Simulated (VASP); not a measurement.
Output of a VASP run:

File OSZICAR:
```
       N       E                     dE             d eps       ncg     rms          rms(c)
DAV:   1     0.125925556281E+02    0.12593E+02   -0.55651E+03  2664   0.110E+03
DAV:   2    -0.188927666847E+02   -0.31485E+02   -0.30476E+02  3696   0.199E+02
DAV:   3    -0.191572979349E+02   -0.26453E+00   -0.26453E+00  2992   0.216E+01
DAV:   4    -0.191575847236E+02   -0.28679E-03   -0.28679E-03  3744   0.646E-01
DAV:   5    -0.191575848213E+02   -0.97714E-07   -0.97714E-07  2896   0.945E-03    0.623E+00
DAV:   6    -0.183788713167E+02    0.77871E+00   -0.32037E+00  3584   0.133E+01    0.307E+00
DAV:   7    -0.183102562424E+02    0.68615E-01   -0.71359E-02  3368   0.260E+00    0.178E+00
DAV:   8    -0.182910221491E+02    0.19234E-01   -0.37623E-02  3016   0.160E+00    0.151E-01
DAV:   9    -0.182910286332E+02   -0.64841E-05   -0.45552E-04  2656   0.231E-01    0.677E-02
DAV:  10    -0.182910488734E+02   -0.20240E-04   -0.77111E-05  3776   0.960E-02    0.128E-02
DAV:  11    -0.182910506611E+02   -0.17877E-05   -0.40559E-06  3072   0.181E-02    0.550E-03
DAV:  12    -0.182910506541E+02    0.70360E-08   -0.11032E-06  3248   0.864E-03    0.257E-04
DAV:  13    -0.182910506676E+02   -0.13557E-07   -0.14385E-08  1304   0.145E-03
   1 F= -.18291051E+02 E0= -.18291051E+02  d E =-.343796E-14
```

**OUTCAR**
```
------------------------ aborting loop because EDIFF is reached ----------------------------------------
  FORCE on cell =-STRESS in cart. coord.  units (eV):
  Direction    XX          YY          ZZ          XY          YZ          ZX
  --------------------------------------------------------------------------------------
  Total       -0.7702135     -2.0407368     -2.0407368      0.0000000      0.0000000      0.0000000
  in kB      -99.0978702   -262.5670329   -262.5670329      0.0000000      0.0000000      0.0000000
  external PRESSURE =    -208.0773120 kB  Pullay stress =       0.0000000 kB
  volume of cell :       12.45
      direct lattice vectors                 reciprocal lattice vectors
     0.000000000  1.857896591  1.857896591    -0.277195191  0.269121544  0.269121544
     1.803783098  0.000000000  1.857896591     0.277195191 -0.269121544  0.269121544
     1.803783098  1.857896591  0.000000000     0.277195191  0.269121544 -0.269121544
  FREE ENERGIE OF THE ION-ELECTRON SYSTEM (eV)
  ---------------------------------------------------
  free  energy   TOTEN  =       -18.2910506676 eV

  energy  without entropy=      -18.2910506676  energy(sigma->0) =      -18.29105067
```
(Selected blocks of OUTCAR.)

POSCAR:
```
BN
1
    0.0000000000     1.8578965911     1.8578965911
    1.8037830982     0.0000000000     1.8578965911
    1.8037830982     1.8578965911     0.0000000000
B N
1 1
Direct
  0.0000000000   0.0000000000   0.0000000000
  0.2500000000   0.2500000000   0.2500000000
```

**Question.** Write an INCAR and KPOINTS that could have produced this output.

**Answer.** This is not unique; one that fits is the input of the run itself, PBEsol GGA, plane waves, VASP's PBE PAW potentials (set 64).

### INCAR
```
! general
SYSTEM = BN
PREC   = Accurate
ENCUT  = 600
LREAL  = .False.
LASPH  = .True.

! electronic loop
EDIFF  = 1E-7
NELM   = 100
ALGO   = Normal

! smearing
ISMEAR = 0
SIGMA  = 0.05

! functional
GGA    = PS

! ions
ISIF   = 2

! output
LWAVE  = .False.
LCHARG = .False.
```

**KPOINTS**
```
Regular mesh
0
gamma
 12 12 12
```

POTCAR, in this order: B N (PBE.64 set). Program: vasp_std.

The compound is BN in the zinc blende structure. This cell was strained or had an atom moved on purpose.
